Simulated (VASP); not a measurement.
Data:

```yaml
crystal:
  lattice:
    - [0.00000, 2.12157, 2.12157]
    - [2.12157, 0.00000, 2.12157]
    - [2.12157, 2.12157, 0.00000]
  atoms:
    - { symbol: Si, position: [0.00000, 0.00000, 0.00000] }
    - { symbol: C, position: [0.25000, 0.25000, 0.25000] }
```

The numbers are results of LDA (Ceperley-Alder, Perdew-Zunger), VASP's LDA PAW potentials (set 64) (plane waves; VASP), not measurements. Run with 520 eV cut-off, 10×10×10 Γ-centred mesh, Gaussian smearing of 0.050 eV, potentials Si C.

Problem. Give the stress tensor in GPa (positive for a compressed cell).

Solution. 
```
15.93   0.00   0.00
 0.00  15.93   0.00
 0.00   0.00  15.93
```
The pressure is its mean diagonal, 15.93 GPa.

The compound is SiC in the zinc blende structure. This cell is one point of a volume scan, at 0.94 of the reference volume.
